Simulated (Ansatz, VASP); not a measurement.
# Cross-check of H2CClF between VASP and Ansatz

One calculation is typed for both programs; each brings its own data sets. How far apart do they land? The cell is taken from a series of runs on this material, whose earlier steps may have relaxed, scaled, displaced or heated it; both programs get it as it stands.

Method: plane waves, with VASP 6.6.1 beside it; single point at HSE06, in Ansatz 0.2.0.

## (1) The starting structure

It takes space group P2_1 (No. 4, monoclinic). Conventional cell: a = 5.021 Å, b = 4.148 Å, c = 7.012 Å, α = 90.00°, β = 107.55°, γ = 90.00°. H has 1 C at 1.09 Å nearest. Nearest to H lie 1 C at 1.09 Å. Nearest to C lie 2 H at 1.09 Å and 1 F at 1.38 Å and 1 Cl at 1.79 Å. Nearest to Cl lie 1 C at 1.79 Å. Nearest to F lie 1 C at 1.38 Å. Farther neighbours and most contacts between anions are not listed.

## (2) Ansatz: single point, HSE06

Ansatz runs on its PAW soft_1 files.

With cell and atoms fixed, the geometry can't cause a difference; cores, projectors, grids and the points listed under the comparison can.

input.yaml

```yaml
crystal:
  lattice:
    - [5.0206, 0.0, 0.0]
    - [0.0, 4.1477, 0.0]
    - [-2.1143188253, 0.0, 6.6860002262]
  atoms:
    - { symbol: H, position: [0.2735707245, 0.3889461892, 0.1550007486] }
    - { symbol: H, position: [0.7264292755, 0.8889461892, 0.8449992514] }
    - { symbol: H, position: [0.5663799543, 0.1189996532, 0.2702605248] }
    - { symbol: H, position: [0.4336200457, 0.6189996532, 0.7297394752] }
    - { symbol: C, position: [0.3420764184, 0.1416075453, 0.1957271982] }
    - { symbol: C, position: [0.6579235816, 0.6416075453, 0.8042728018] }
    - { symbol: Cl, position: [0.1633127779, -0.0019348748, 0.3643053544] }
    - { symbol: Cl, position: [0.8366872221, 0.4980651252, 0.6356946456] }
    - { symbol: F, position: [0.2704493145, 0.9528814871, 0.0254621333] }
    - { symbol: F, position: [0.7295506855, 0.4528814871, 0.9745378667] }
kpoints:
  mp_grid: { grid: [4, 4, 2] }
  band_path:
    path:
      - [0.0, 0.0, 0.0]
      - [0.0, 0.5, 0.0]
      - [0.0, 0.5, 0.5]
      - [0.0, 0.0, 0.5]
      - [-0.5, 0.0, 0.5]
      - [-0.5, 0.5, 0.5]
      - [-0.5, 0.5, 0.0]
      - [-0.5, 0.0, 0.0]
      - [-0.5, 0.45, 0.0]
    npoints: 1
hamiltonian:
  xc: hse06
  pseudopotentials: { kind: paw, azcp: { folder: soft_1 } }
scf:
  occupations: { method: fixed }
  n_extra_bands: 7
output:
  eigenvalues: true
  write_density: true
  write_potential: true
  elf: true
  volumetric_format: npy
```

On the command line:

```console
> ansatz run input.yaml --threads 2 --pin off --max-ram 92160MiB --backend cuda --events-out ev --progress --plain --runs-dir out --devices 1 --max-vram 13GiB
```

Numbers of over 12 decimals in the logs are rounded to 6 here.

The program printed:

```text
scf.n_extra_bands = 7 over 20 filled bands (N_el = 40.0): the run solves 27 bands
GPUs: using 1 of 1 available (devices: 1).
Engine: ansatz 0.2.0, x86_64-unknown-linux-gnu
Pseudopotentials: kind: paw
Pseudopotential: H, paw, valence charge 1, recommended cutoff 420 eV (normal), soft_1/H.paw.azcp
Pseudopotential: C, paw, valence charge 4, recommended cutoff 420 eV (normal), soft_1/C.paw.azcp
Pseudopotential: Cl, paw, valence charge 7, recommended cutoff 420 eV (normal), soft_1/Cl.paw.azcp
Pseudopotential: F, paw, valence charge 7, recommended cutoff 420 eV (normal), soft_1/F.paw.azcp
Functional definition: HSE06
  parameter a = 0.25
  parameter omega = 0.11/bohr
  exchange = pbe_x - a*pbe_x_sr(omega) + a*exact_x_sr(omega)
  correlation = pbe_c
davidson cushion auto → on  (no smearing: the cushion is to keep the highest requested band from converging to the state above it; pin scf.eigensolver.cushion to override)
device memory: the entry about to start is reckoned to put 1.1 GiB on a device that reports 54.3 GiB free (of which the cap on the GPU budget leaves the run 13.0 GiB)
GPU FFT provider: cuFFT
GPU libraries: cuBLAS 13.8.2, cuFFT 12.4.0, cuSOLVER 12.3.4
Crystal: 10 atoms, lattice volume = 139.229 Å³
Basis set: ecut = 420 eV, 2719 PW (Γ)
Bands: 27, of which v1, the nominal top of the filled ones, is band 20 counted from 1 (19 counted from 0)
Symmetry: 2 space group operations
Space group: P21 (ITA 4), of the structure as read, at distance tolerance 5.2e-5 Å
k-points: 18 of 32 (time reversal used)
Non-local potential: H, projectors of the file, l = 0: 2, l = 1: 1
Non-local potential: C, projectors of the file, l = 0: 2, l = 1: 2, l = 2: 1
Non-local potential: Cl, projectors of the file, l = 0: 2, l = 1: 2, l = 2: 1
Non-local potential: F, projectors of the file, l = 0: 2, l = 1: 2, l = 2: 1
PAW form: soft (Blöchl's): semilocal exchange-correlation on the pseudo side does not see the compensation charge
PAW frozen core: C, regenerated for the run's functional, and the local potential with it (the file was generated under x = pbe(κ = 0.804, μ = 0.219515), c = pbe(β = 0.066725))
PAW frozen core: Cl, regenerated for the run's functional, and the local potential with it (the file was generated under x = pbe(κ = 0.804, μ = 0.219515), c = pbe(β = 0.066725))
PAW frozen core: F, regenerated for the run's functional, and the local potential with it (the file was generated under x = pbe(κ = 0.804, μ = 0.219515), c = pbe(β = 0.066725))
PAW one-centre angular grid: H, 110 points (default); XC on 64 Gauss nodes
PAW one-centre angular grid: C, 110 points (default); XC on 64 Gauss nodes
PAW one-centre angular grid: Cl, 110 points (default); XC on 64 Gauss nodes
PAW one-centre angular grid: F, 110 points (default); XC on 64 Gauss nodes
Initial density: superposition of atomic densities (chi_scale 0.1, normalization cell, long waves kept (reshape's long-wave potential 0.65 eV rms))
Initial wavefunctions: pseudopotential atomic-orbital guess
GPU buffer pool allocated for 51840 grid points (all kernels)
GPU transforms: local potential and band sums: pruned to the plane-wave sphere, on 36×27×48
Functional: x = pbe(κ = 0.804, μ = 0.219515), c = pbe(β = 0.066725), warm-up for x = pbe(κ = 0.804, μ = 0.219515) + 0.25 (exact − pbe) at short range (hse, ω = 0.207870 Å⁻¹), c = pbe(β = 0.066725); HSE06 as pw.x's `hse` composes it (authors' and Libxc's form: `xc: wpbeh`)
SCF iter   1: F=—  HF=-4347.562491 eV  |F-HF|=—  |Δ(HF+E_count)|=         —  Δρ=1.21e-1  dr2=1.90e1  ethr=1.00e-1  ⟨swp⟩=5.2  Hψ=1786  notcnv=0
preconditioner: auto → none  [insulator: Δε(μ)=4.253 eV  Ē_g=12.565 eV  n_scr=26 (ndim 8)  ℏωp=18.9 eV  f_vac=0.050]
SCF iter   2: F=—  HF=-4343.464201 eV  |F-HF|=—  |Δ(HF+E_count)|=    4.10e0  Δρ=8.51e-2  dr2=6.08e0  ethr=4.76e-2  ⟨swp⟩=3.6  Hψ=1424  notcnv=0
iter 3 solved again at ethr=1.02e-3 eV; its pass at ethr=1.52e-2 eV (dr2=4.06e-1 eV) is discarded
SCF iter   3: F=—  HF=-4341.766003 eV  |F-HF|=—  |Δ(HF+E_count)|=    1.70e0  Δρ=2.44e-2  dr2=4.01e-1  ethr=1.02e-3  ⟨swp⟩=2.8  Hψ=2339  notcnv=0  defer=1
SCF iter   4: F=—  HF=-4341.663639 eV  |F-HF|=—  |Δ(HF+E_count)|=   1.02e-1  Δρ=5.21e-3  dr2=2.44e-2  ethr=1.00e-3  ⟨swp⟩=3.1  Hψ=1198  notcnv=0  defer=1
SCF iter   5: F=-4341.659328 eV  HF=-4341.660593 eV  |F-HF|=1.27e-3  |Δ(HF+E_count)|=   3.05e-3  Δρ=1.43e-3  dr2=2.17e-3  ethr=6.11e-5  ⟨swp⟩=3.9  Hψ=1342  notcnv=0
SCF 1 stopped early in 5 iterations: F = -4341.659328 eV  dr2 = 2.17e-3
  greatest PAW one-centre occupation: 0.931 electrons in one spin orbital (limit 2), on the F atom at site 9 (counted from 0), in its partial waves of l = 0
device memory: the entry about to start is reckoned to put 1.6 GiB (of the 1.7 GiB reckoned in all, the device holds 0.1 GiB already) on a device that reports 53.4 GiB free (of which the cap on the GPU budget leaves the run 12.9 GiB)
GPU FFT provider: cuFFT
GPU libraries: cuBLAS 13.8.2, cuFFT 12.4.0, cuSOLVER 12.3.4
Initial density: handed on by an earlier stage of this run
Initial wavefunctions: those handed on with the density
GPU buffer pool allocated for 51840 grid points (all kernels)
GPU transforms: local potential and band sums: pruned to the plane-wave sphere, on 36×27×48
Functional: x = pbe(κ = 0.804, μ = 0.219515) + 0.25 (exact − pbe) at short range (hse, ω = 0.207870 Å⁻¹), c = pbe(β = 0.066725); HSE06 as pw.x's `hse` composes it (authors' and Libxc's form: `xc: wpbeh`)
Exchange kernel: α = 0.2500, screened, ω = 0.2079 Å⁻¹, Wigner–Seitz truncation, v(0) = 1033.2166 eV·Å³, q-mesh 4×4×2, nearest image of the exchange supercell L = 14.02 Å, pair-density grid 24×20×32, without the augmentation charges, whose exchange is taken in its separable form by FFT convolution over the k-point mesh (sized by the pseudopotential files, 32×30×45 at the most), smooth part of the exact exchange by density-matrix convolution in up to 2.72 GiB of GPU memory as planned if the GPU has room (build and FFT work areas not counted)
Frozen-core exchange: fock
SCF iter   1: F=—  HF=-4342.713881 eV  |F-HF|=—  |Δ(HF+E_count)|=         —  Δρ=6.98e-3  dr2=5.64e-2  ethr=5.42e-5  ⟨swp⟩=6.9  Hψ=2218  notcnv=0
preconditioner: auto → none  [insulator: Δε(μ)=7.749 eV  Ē_g=15.330 eV  n_scr=26 (ndim 8)  ℏωp=18.9 eV  f_vac=0.131]
SCF iter   2: F=—  HF=-4342.697058 eV  |F-HF|=—  |Δ(HF+E_count)|=   1.68e-2  Δρ=2.19e-3  dr2=5.44e-3  ethr=5.42e-5  ⟨swp⟩=3.5  Hψ=1381  notcnv=0
SCF iter   3: F=—  HF=-4342.705702 eV  |F-HF|=—  |Δ(HF+E_count)|=   8.64e-3  Δρ=1.03e-3  dr2=1.16e-3  ethr=1.12e-5  ⟨swp⟩=4.1  Hψ=1493  notcnv=0
SCF iter   4: F=—  HF=-4342.705312 eV  |F-HF|=—  |Δ(HF+E_count)|=   3.90e-4  Δρ=1.99e-4  dr2=4.60e-5  ethr=2.77e-6  ⟨swp⟩=3.0  Hψ=1257  notcnv=0
SCF iter   5: F=—  HF=-4342.705473 eV  |F-HF|=—  |Δ(HF+E_count)|=   1.61e-4  Δρ=1.95e-4  dr2=3.96e-5  ethr=7.59e-8  ⟨swp⟩=5.2  Hψ=1794  notcnv=0
SCF iter   6: F=-4342.705459 eV  HF=-4342.705460 eV  |F-HF|=8.92e-7  |Δ(HF+E_count)|=   1.27e-5  Δρ=3.26e-5  dr2=1.62e-6  ethr=7.59e-8  ⟨swp⟩=3.2  Hψ=1309  notcnv=0
SCF 2 stopped early in 6 iterations: F = -4342.705459 eV  dr2 = 1.62e-6
  greatest PAW one-centre occupation: 0.933 electrons in one spin orbital (limit 2), on the F atom at site 9 (counted from 0), in its partial waves of l = 0
hybrid outer 1: dexx = +1.131e-2 eV, tail = 2.48e-5 eV
GPU FFT provider: cuFFT
GPU libraries: cuBLAS 13.8.2, cuFFT 12.4.0, cuSOLVER 12.3.4
GPU buffer pool allocated for 51840 grid points (all kernels)
GPU transforms: local potential and band sums: pruned to the plane-wave sphere, on 36×27×48
Exchange kernel: α = 0.2500, screened, ω = 0.2079 Å⁻¹, Wigner–Seitz truncation, v(0) = 1033.2166 eV·Å³, q-mesh 4×4×2, nearest image of the exchange supercell L = 14.02 Å, pair-density grid 24×20×32, without the augmentation charges, whose exchange is taken in its separable form by FFT convolution over the k-point mesh (sized by the pseudopotential files, 32×30×45 at the most), smooth part of the exact exchange by density-matrix convolution in up to 2.72 GiB of GPU memory as planned if the GPU has room (build and FFT work areas not counted)
Frozen-core exchange: fock
SCF iter   1: F=—  HF=-4342.705644 eV  |F-HF|=—  |Δ(HF+E_count)|=         —  Δρ=4.33e-5  dr2=1.19e-6  ethr=3.10e-7  ⟨swp⟩=4.1  Hψ=1303  notcnv=0
preconditioner: auto → none  [insulator: Δε(μ)=7.728 eV  Ē_g=15.297 eV  n_scr=26 (ndim 8)  ℏωp=18.9 eV  f_vac=0.144]
SCF iter   2: F=—  HF=-4342.705644 eV  |F-HF|=—  |Δ(HF+E_count)|=   1.55e-7  Δρ=1.82e-5  dr2=3.41e-7  ethr=2.74e-9  ⟨swp⟩=4.1  Hψ=1459  notcnv=0
SCF iter   3: F=-4342.705644 eV  HF=-4342.705644 eV  |F-HF|=2.74e-8  |Δ(HF+E_count)|=   4.47e-8  Δρ=5.52e-6  dr2=5.54e-8  ethr=6.18e-10  ⟨swp⟩=3.3  Hψ=1454  notcnv=0
SCF 3 converged in 3 iterations: F = -4342.705644 eV  dr2 = 5.54e-8
  greatest PAW one-centre occupation: 0.934 electrons in one spin orbital (limit 2), on the F atom at site 9 (counted from 0), in its partial waves of l = 0
hybrid outer 2: dexx = +3.987e-7 eV, tail = 1.23e-7 eV, Δε = 6.12e-4 eV (about 4.60e-5 eV left of the loop's levels)
device memory: the entry about to start is reckoned to put 0.7 GiB on a device that reports 54.0 GiB free (of which the cap on the GPU budget leaves the run 13.0 GiB)
NSCF: frozen V_eff on 9 k-points, pencils in batches of 32, up to order 120
hybrid SCF converged: 2 outer / 9 inner (+5 warm-up), last move |dexx| = 3.99e-7 eV, tail = 1.23e-7 eV
Stability not checked: this state was not tested for a lower state beside it, because the functional holds exact exchange (a hybrid, or Hartree-Fock), whose exchange loop this test does not read (fock_operator; see scf.lower_state_search)
Free energy (F): -4342.705644 eV
Frozen-core exchange: fock
Harris-Foulkes:  -4342.705644 eV  (|F-HF|=2.74e-8)
Internal energy: -4342.705644 eV  (E = F + TS)
E sigma→0 (E₀):  -4342.705644 eV
Fermi energy:    -2.007041 eV
--- Per-component energies (eV) ---
  E_band       = -381.619629
  E_kinetic    = 928.818794
  E_local      = -2804.729096  (includes V_loc(G=0)·N_el)
  E_nonlocal   = 281.768933
  E_hartree    = 1021.022843
  E_xc         = -398.515727
  E_vxc        = -469.405313  (∫ρ·V_xc dr)
  E_exx        = -108.420098  (= α·E_x^exact, valence–valence)
  E_paw        = -1919.948367  (= ΣΔE_a)
  E_vpaw       = -143.283043  (= ΣTr[D̂ρ^β])
  E_aug_tail   = -0.002726  (compensation charges beyond the density's cutoff)
  E_ewald      = -1342.383068
  E_core_change = -0.317132  (= ΣΔE_core)
  E_smearing   = -0.000000  (= −TS)
  E_closure    = -0.000000  (closes the sum)
  Σ components = -4342.705644   (vs F -4342.705644, Δ=9.09e-13)
--- Band table (eV; the first three rows and the last of 18) ---
  k-point 0: bands = [... 16 lower, -2.7565, -2.7369, -2.6946, -2.2733, 6.0838, 6.3809, 6.5788, 7.8885, ... 3 higher]
  k-point 1: bands = [... 16 lower, -2.8889, -2.6305, -2.6089, -2.2955, 6.1456, 6.1944, 6.7981, 7.3687, ... 3 higher]
  k-point 2: bands = [... 16 lower, -2.8472, -2.7986, -2.5883, -2.2568, 6.0036, 6.4203, 7.0059, 8.1267, ... 3 higher]
  k-point 17: bands = [... 16 lower, -2.8049, -2.8049, -2.0070, -2.0070, 6.3140, 6.3140, 7.4832, 7.4832, ... 3 higher]
```

[end of part 1 of 2]

[Lines on the potential files, build, host, timing and source positions are cut from VASP's logs without a mark.]

[Logs are printed without paths, hosts, clocks, repeated set-up lines and the standing remarks that a program may print on its own settings, such as how far it seeks lower states.]

[Hosts, paths, dates, database ids (printed as entryN), source tags and the programs' standing remarks are cut or masked in the printed files.]
